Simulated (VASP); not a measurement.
# CaZr2N2 (I4/mmm) in VASP: further runs

One crystal, CaZr2N2, is run at these levels: PBE; tasks: relaxation of cell and atoms.

All numbers are computed with VASP 6.6.1; they aren't measurements. Logs are shortened: lines on timing, memory, paths and dates and some standing lists are left out, and cuts for length are marked.

**1. The crystal as given**

It takes space group I4/mmm (No. 139, tetragonal). The conventional cell has a = 3.256 Å, b = 3.256 Å, c = 14.728 Å, α = 90.00°, β = 90.00°, γ = 90.00°. Around Ca (site symmetry 4/mmm) lie 2 N at 2.50 Å. Zr (site symmetry 4mm) is surrounded by 5 N at 2.25 to 2.30 Å. N (site symmetry 4mm) is surrounded by 5 Zr at 2.25 to 2.30 Å and 1 Ca at 2.50 Å.

The cell was built by a generator and needn't be a form met in nature.

**2. Relaxation of cell and atoms, PBE**

INCAR reads:

```
PREC = Accurate
ENCUT = 520
EDIFF = 1E-6
ISMEAR = 0
SIGMA = 0.1
LREAL = False
LASPH = True
NELM = 120
ALGO = Normal
ISIF = 3
LWAVE = False
LCHARG = False
GGA = PE
IBRION = 2
NSW = 90
EDIFFG = -0.01
KPAR = 8
```

KPOINTS reads:

```
regular mesh
0
Gamma
  12 12 12
```

POSCAR reads:

```
CaZr2N2
1.0
   -1.6280000000      1.6280000000      7.3640000000
    1.6280000000     -1.6280000000      7.3640000000
    1.6280000000      1.6280000000     -7.3640000000
Ca Zr N
1 2 2
Direct
    0.0000000000      0.0000000000      0.0000000000
    0.6773492700      0.6773492700      0.0000000000
    0.3226507300      0.3226507300      0.0000000000
    0.1699484000      0.1699484000      0.0000000000
    0.8300516000      0.8300516000      0.0000000000
```

Potentials or basis: VASP PAW PBE potentials, release 64 (Ca_sv, Zr_sv, N).

Run with:

```bash
> cat potpaw_PBE.64/Ca_sv/POTCAR potpaw_PBE.64/Zr_sv/POTCAR potpaw_PBE.64/N/POTCAR > POTCAR
> mpirun -np 8 vasp_std > vasp.out
```

OUTCAR:

```text
PREC = Accurate
   ENCUT = 520
   EDIFF = 1E-6
   ISMEAR = 0
   LREAL = False
   LASPH = True
   NELM = 120
   ISIF = 3
   GGA = PE
   IBRION = 2
   NSW = 90
   EDIFFG = -0.01

 ion  position               nearest neighbor table
   1  0.000  0.000  0.000-   2 3.48   2 3.48   2 3.48   3 3.48   2 3.48   3 3.48   3 3.48   3 3.48

   2  0.677  0.677  0.000-   5 2.25   4 2.30   4 2.30   4 2.30   4 2.30   3 3.14   3 3.14   3 3.14
                             3 3.14   1 3.48   1 3.48   1 3.48   1 3.48
   3  0.323  0.323  0.000-   4 2.25   5 2.30   5 2.30   5 2.30   5 2.30   2 3.14   2 3.14   2 3.14
                             2 3.14   1 3.48   1 3.48   1 3.48   1 3.48
   4  0.170  0.170  0.000-   3 2.25   2 2.30   2 2.30   2 2.30   2 2.30
   5  0.830  0.830  0.000-   2 2.25   3 2.30   3 2.30   3 2.30   3 2.30

  LATTYP: Found a body centered tetragonal cell.
 ALAT       =     3.2560000000
 C/A-ratio  =     4.5233415233

  Lattice vectors:

 A1 = (  -1.6280000000,   1.6280000000,   7.3640000000)
 A2 = (   1.6280000000,  -1.6280000000,   7.3640000000)
 A3 = (   1.6280000000,   1.6280000000,  -7.3640000000)

Analysis of symmetry for initial positions (statically):
=====================================================================
 Subroutine PRICEL returns:
 Original cell was already a primitive cell.

 Routine SETGRP: Setting up the symmetry group for a
 body centered tetragonal supercell.

 Subroutine GETGRP returns: Found 16 space group operations
 (whereof 16 operations were pure point group operations)
 out of a pool of 16 trial point group operations.

The static configuration has the point symmetry D_4h.

Analysis of symmetry for dynamics (positions and initial velocities):
=====================================================================
 Subroutine PRICEL returns:
 Original cell was already a primitive cell.

 Routine SETGRP: Setting up the symmetry group for a
 body centered tetragonal supercell.

 Subroutine GETGRP returns: Found 16 space group operations
 (whereof 16 operations were pure point group operations)
 out of a pool of 16 trial point group operations.

The dynamic configuration has the point symmetry D_4h.

 Subroutine INISYM returns: Found 16 space group operations
 (whereof 16 operations are pure point group operations),
 and found     1 'primitive' translations

----------------------------------------------------------------------------------------

                                     Primitive cell

  volume of cell :      78.0697

  direct lattice vectors                    reciprocal lattice vectors
    -1.628000000  1.628000000  7.364000000     0.000000000  0.307125307  0.067897882
     1.628000000 -1.628000000  7.364000000     0.307125307  0.000000000  0.067897882
     1.628000000  1.628000000 -7.364000000     0.307125307  0.307125307  0.000000000

  length of vectors
     7.715520980  7.715520980  7.715520980     0.314541057  0.314541057  0.434340775

  position of ions in fractional coordinates (direct lattice)
     0.000000000  0.000000000  0.000000000
     0.677349270  0.677349270  0.000000000
     0.322650730  0.322650730  0.000000000
     0.169948400  0.169948400  0.000000000
     0.830051600  0.830051600  0.000000000

  ion indices of the primitive-cell ions
   primitive index   ion index
                 1           1
                 2           2
                 3           3
                 4           4
                 5           5

----------------------------------------------------------------------------------------

 KPOINTS: regular mesh

Automatic generation of k-mesh.
 Grid dimensions read from file:
 generate k-points for:   12   12   12

 Generating k-lattice:

  Cartesian coordinates                     Fractional coordinates (reciprocal lattice)
     0.000000000  0.025593776  0.005658157     0.083333333  0.000000000 -0.000000000
     0.025593776  0.000000000  0.005658157     0.000000000  0.083333333 -0.000000000
     0.025593776  0.025593776  0.000000000     0.000000000  0.000000000  0.083333333

  Length of vectors
     0.026211755  0.026211755  0.036195065

  Shift w.r.t. Gamma in fractional coordinates (k-lattice)
     0.000000000  0.000000000  0.000000000

 Subroutine IBZKPT returns following result:
 ===========================================

 Found    163 irreducible k-points:

 Following reciprocal coordinates:
            Coordinates               Weight
  0.000000  0.000000  0.000000      1.000000
  0.083333 -0.000000  0.000000      8.000000
  0.166667  0.000000 -0.000000      8.000000
  0.250000  0.000000 -0.000000      8.000000
  0.333333  0.000000 -0.000000      8.000000
  0.416667  0.000000 -0.000000      8.000000
[... 16 lines left out ...]
  0.500000  0.166667 -0.000000     16.000000
 -0.416667  0.166667  0.000000     16.000000
 [... further k-points ...]
   k-points           NKPTS =    163   k-points in BZ     NKDIM =    163   number of bands    NBANDS=     26
   number of dos      NEDOS =    301   number of ions     NIONS =      5
   total plane-waves  NPLWV = 216000
   dimension x,y,z NGX =    60 NGY =   60 NGZ =   60
   dimension x,y,z NGXF=   120 NGYF=  120 NGZF=  120
   ions per type =               1   2   2
   NGX,Y,Z   is equivalent  to a cutoff of  12.93, 12.93, 12.93 a.u.
   NGXF,Y,Z  is equivalent  to a cutoff of  25.86, 25.86, 25.86 a.u.
 SYSTEM =  unknown system
   PREC   = accura    normal or accurate (medium, high low for compatibility)
   ISTART =      0    job   : 0-new  1-cont  2-samecut
   ICHARG =      2    charge: 1-file 2-atom 10-const
   ISPIN  =      1    spin polarized calculation?
   LNONCOLLINEAR =      F non collinear calculations
   LSORBIT =      F    spin-orbit coupling
   LASPH  =      T    aspherical Exc in radial PAW
   ENCUT  =  520.0 eV  38.22 Ry    6.18 a.u.  14.35 14.35 14.35*2*pi/ulx,y,z
   NELM   =    120;   NELMIN=  2; NELMDL= -5     # of ELM steps
   EDIFF  = 0.1E-05   stopping-criterion for ELM
   LREAL  =      F    real-space projection
   EDIFFG = -.1E-01   stopping-criterion for IOM
   NSW    =     90    number of steps for IOM
   IBRION =      2    ionic relax: 0-MD 1-quasi-New 2-CG
   NFREE  =      1    steps in history (QN), initial steepest desc. (CG)
   ISIF   =      3    stress and relaxation
   ISYM   =      2    0-nonsym 1-usesym 2-fastsym
   POTIM  = 0.5000    time-step for ionic-motion
   TEBEG  =    0.0;   TEEND  =   0.0 temperature during run
   PSTRESS=    0.0 pullay stress
   NELECT =      44.0000    total number of electrons
   NUPDOWN=      -1.0000    fix difference up-down
   EMIN   =  10.00;   EMAX   =-10.00  energy-range for DOS
   EFERMI =   0.00;   METHOD = LEGACY
   ISMEAR =     0;   SIGMA  =   0.10  broadening in eV -4-tet -1-fermi 0-gaus
   EFERMI_NEDOS =   21; number of points for ismear=-14 and -15
   IALGO  =     38    algorithm
   IMIX   =      4    mixing-type and parameters
     AMIX     =   0.40;   BMIX     =  1.00
     AMIX_MAG =   1.60;   BMIX_MAG =  1.00
  volume/ion in A,a.u.               =      15.61       105.37
  Fermi-wavevector in a.u.,A,eV,Ry     =   1.352275  2.555428 24.880245  1.828646
  Thomas-Fermi vector in A             =   2.479627
   LORBIT       =      0    0 simple, 1 ext, 2 COOP (PROOUT), +10 PAW based schemes
   GGA     = PE    functional components
   LHFCALC =     F    Hartree Fock is set to
   AEXX    =    0.0000 exact exchange contribution
   IVDW    =     0    specifies the selected vdW correction
   LEPSILON=     F    determine dielectric tensor
   LRPA    =     F    only Hartree local field effects (RPA)
 conjugate gradient relaxation of ions
 non-spin polarized calculation
 Gauss-broadening in eV      SIGMA  =   0.10
  energy-cutoff  :      520.00
  volume of cell :       78.07
 maximum number of plane-waves:      2132
 NGX is ok and might be reduce to    60
   NGX = 29   NGY = 29   NGZ = 29

--------------------------------------- Ionic step        1  -------------------------------------------

 number of electron      44.0000001 magnetization

 Free energy of the ion-electron system (eV)
  ---------------------------------------------------
  ext. energy  EPLUGINS =         0.00000000
  ---------------------------------------------------
  free energy    TOTEN  =       -41.94961651 eV

  energy without entropy =      -41.93611415  energy(sigma->0) =      -41.94286533

------------------------ aborting loop because EDIFF is reached ----------------------------------------

  FORCE on cell =-STRESS in cart. coord.  units (eV):
  Direction    XX          YY          ZZ          XY          YZ          ZX
  --------------------------------------------------------------------------------------
  -------------------------------------------------------------------------------------
  Total        0.4231793      0.4231793      1.1450619      0.0000000      0.0000000      0.0000000
  in kB        8.6846523      8.6846523     23.4994114      0.0000000      0.0000000      0.0000000
  external PRESSURE =      13.6229054 kB  Pullay stress =       0.0000000 kB
[... 98 lines left out ...]
  FREE ENERGIE OF THE ION-ELECTRON SYSTEM (eV)
  ---------------------------------------------------
  free  energy   TOTEN  =       -41.9547678421 eV

  energy  without entropy=      -41.9410544353  energy(sigma->0) =      -41.94791114

[... ionic steps 4 to 8 ...]

--------------------------------------- Ionic step        9  -------------------------------------------

 number of electron      43.9999999 magnetization

------------------------ aborting loop because EDIFF is reached ----------------------------------------
[... 73 lines left out ...]
--------------------------------------- Ionic step       11  -------------------------------------------

 number of electron      43.9999998 magnetization

 Free energy of the ion-electron system (eV)
  ---------------------------------------------------
  ext. energy  EPLUGINS =         0.00000000
  ---------------------------------------------------
  free energy    TOTEN  =       -41.96116676 eV

  energy without entropy =      -41.94783469  energy(sigma->0) =      -41.95450073

 E-fermi :   8.1989     XC(G=0): -11.0888

 val. band max:        8.1973510095   @ k =  -0.3333   0.0833   0.0000
 cond. band min:       8.2006003193   @ k =  -0.1667   0.1667   0.0000
 fundamental gap:      0.0032493098
 Fermi energy:         8.1989393939

 k-point     1 :       0.0000    0.0000    0.0000
  band No.  band energies     occupation
      1     -41.1145      2.00000
      2     -40.9930      2.00000
      3     -32.4443      2.00000
      4     -19.4588      2.00000
      5     -19.0595      2.00000
      6     -19.0595      2.00000
[... 685 lines left out ...]
     25      10.1550      0.00000
     26      10.8595      0.00000

 [... further k-points ...]

------------------------ aborting loop because EDIFF is reached ----------------------------------------

  FORCE on cell =-STRESS in cart. coord.  units (eV):
  Direction    XX          YY          ZZ          XY          YZ          ZX
  --------------------------------------------------------------------------------------
  -------------------------------------------------------------------------------------
  Total       -0.0052989     -0.0052989     -0.0306612      0.0000000      0.0000000      0.0000000
  in kB       -0.1071113     -0.1071113     -0.6197826      0.0000000      0.0000000      0.0000000
  external PRESSURE =      -0.2780017 kB  Pullay stress =       0.0000000 kB
[... 20 lines left out ...]
  FREE ENERGIE OF THE ION-ELECTRON SYSTEM (eV)
  ---------------------------------------------------
  free  energy   TOTEN  =       -41.9611667629 eV

  energy  without entropy=      -41.9478346902  energy(sigma->0) =      -41.95450073

 reached required accuracy - stopping structural energy minimisation
```

It took 25 min on 8 MPI ranks of Intel Xeon Platinum 8488C (Sapphire Rapids), shared host; peak memory 0.78 GiB.

Results:

| Property | Result |
| --- | --- |
| Free energy | -41.9612 eV |
| Relaxed volume | 15.85 Å³/atom |
| Relaxed cell | a = 7.808 Å, b = 7.808 Å, c = 7.808 Å, α = 155.90°, β = 155.90°, γ = 34.34° |
| Space group after relaxing (to 0.05 Å) | I4/mmm (No. 139) |
| Energy gained by relaxing | 2.3 meV/atom |
| Ionic steps | 11 |
| Pressure after relaxing | 0.0 GPa |
| Largest force after relaxing | 0.009 eV/Å |
| Band gap on the k mesh | none (metal or under the smearing width) |

Forces in eV/Å, atoms in the order of the input:
```
Ca   0.000  0.000  0.000
Zr   0.000  0.000 -0.009
Zr   0.000  0.000  0.009
N    0.000  0.000 -0.006
N    0.000  0.000  0.006
```

The path:
| step | energy change (eV) | largest force (eV/Å) | pressure (GPa) | volume (Å³) |
| --- | --- | --- | --- | --- |
| 1 | 0.0000 | 0.1090 | 1.36 | 78.07 |
| 2 | -0.0023 | 0.1780 | -1.49 | 79.58 |
| 3 | -0.0052 | 0.1454 | -0.31 | 78.93 |
| 4 | -0.0080 | 0.1124 | -0.03 | 78.93 |
| 5 | -0.0086 | 0.0930 | 0.17 | 78.92 |
| 6 | -0.0102 | 0.0635 | 0.00 | 79.12 |
| 7 | -0.0106 | 0.0682 | -0.16 | 79.31 |
| 8 | -0.0113 | 0.0599 | 0.08 | 79.21 |
| 9 | -0.0114 | 0.0548 | 0.21 | 79.16 |
| 10 | -0.0112 | 0.0545 | -0.35 | 79.41 |
| 11 | -0.0116 | 0.0093 | -0.03 | 79.26 |

Final structure:
```
Ca Zr N
1.0
    -1.62981    1.62981    7.45976
     1.62981   -1.62981    7.45976
     1.62981    1.62981   -7.45976
Ca Zr N
1 2 2
Direct
  0.00000 0.00000 0.00000
  0.67717 0.67717 0.00000
  0.32283 0.32283 0.00000
  0.17290 0.17290 0.00000
  0.82710 0.82710 0.00000
```

Levels at points of the mesh, in eV from the Fermi level:
```tsv
k point	band 19	band 20	band 21	band 22	band 23	band 24	band 25	band 26
(0.00, 0.00, 0.00)	-2.77	-2.63	-2.57	-2.57	-0.91	0.88	0.88	1.96
(0.50, 0.00, 0.00)	-4.89	-4.55	-0.16	0.01	0.93	2.37	2.64	2.65
(0.50, 0.50, 0.00)	-3.53	-3.51	-1.95	-1.65	-0.48	1.31	2.02	3.30
(0.50, 0.50, 0.50)	-2.66	-2.62	-2.62	-1.48	-0.79	0.55	1.06	1.06
```

**3. Relaxation of cell and atoms, PBE**

This run uses another cell than the first one, of 15.85 Å³/atom, 1.015 times its volume.

Changes to INCAR since step 2:

```diff
@@ -2,3 +2,3 @@
 ENCUT = 520
-EDIFF = 1E-6
+EDIFF = 1E-7
 ISMEAR = 0
@@ -14,4 +14,5 @@
 IBRION = 2
-NSW = 90
-EDIFFG = -0.01
+NSW = 60
+EDIFFG = -0.005
+POTIM = 0.3
 KPAR = 8
```

KPOINTS is that of step 2.

POSCAR reads:

```
CaZr2N2                                 
1.0
   -1.6298122857      1.6298122857      7.4597561329
    1.6298122857     -1.6298122857      7.4597561329
    1.6298122857      1.6298122857     -7.4597561329
  Ca              Zr              N             
     1     2     2
Direct
     0.0000000000000000    0.0000000000000000    0.0000000000000000
     0.6771716988152630    0.6771716988152630    0.0000000000000000
     0.3228283011847370    0.3228283011847370    0.0000000000000000
     0.1728976524210750    0.1728976524210750    0.0000000000000000
     0.8271023475789250    0.8271023475789250    0.0000000000000000
```

Potentials or basis: VASP PAW PBE potentials, release 64 (Ca_sv, Zr_sv, N).

Run with:

```bash
> cat potpaw_PBE.64/Ca_sv/POTCAR potpaw_PBE.64/Zr_sv/POTCAR potpaw_PBE.64/N/POTCAR > POTCAR
> mpirun -np 8 vasp_std > vasp.out
```

Run time: 5.9 min. Hardware: 8 MPI ranks of Intel Xeon Platinum 8488C (Sapphire Rapids), shared host; peak memory 0.77 GiB.

Results (log left out):

| Quantity | Value |
| --- | --- |
| Free energy | -41.9620 eV |
| Relaxed volume | 15.84 Å³/atom |
| Relaxed cell | a = 7.804 Å, b = 7.804 Å, c = 7.804 Å, α = 155.89°, β = 155.89°, γ = 34.36° |
| Space group after relaxing (to 0.05 Å) | I4/mmm (No. 139) |
| Energy gained by relaxing | 0.0 meV/atom |
| Ionic steps | 3 |
| Pressure after relaxing | 0.0 GPa |
| Largest force after relaxing | 0.004 eV/Å |
| Band gap on the k mesh | none (metal or under the smearing width) |

Forces on the atoms (eV/Å):
```
Ca   0.000  0.000  0.000
Zr   0.000  0.000  0.000
Zr   0.000  0.000  0.000
N    0.000  0.000 -0.004
N    0.000  0.000  0.004
```

Final structure:
```xyz
5
Lattice="-1.6297 1.6297 7.4556 1.6297 -1.6297 7.4556 1.6297 1.6297 -7.4556" Properties=species:S:1:pos:R:3 pbc="T T T"
Ca    0.0000    0.0000    0.0000
Zr    0.0000    0.0000   10.0966
Zr    0.0000    0.0000    4.8147
N     0.0000    0.0000    2.5775
N     0.0000    0.0000   12.3337
```

Levels at points of the mesh, in eV from the Fermi level:
| k point | band 20 | band 21 | band 22 | band 23 | band 24 | band 25 |
| --- | --- | --- | --- | --- | --- | --- |
| (0.00, 0.00, 0.00) | -2.63 | -2.57 | -2.57 | -0.91 | 0.88 | 0.88 |
| (0.50, 0.00, 0.00) | -4.55 | -0.16 | 0.01 | 0.93 | 2.36 | 2.64 |
| (0.50, 0.50, 0.00) | -3.51 | -1.95 | -1.65 | -0.48 | 1.31 | 2.02 |
| (0.50, 0.50, 0.50) | -2.62 | -2.62 | -1.48 | -0.79 | 0.56 | 1.06 |
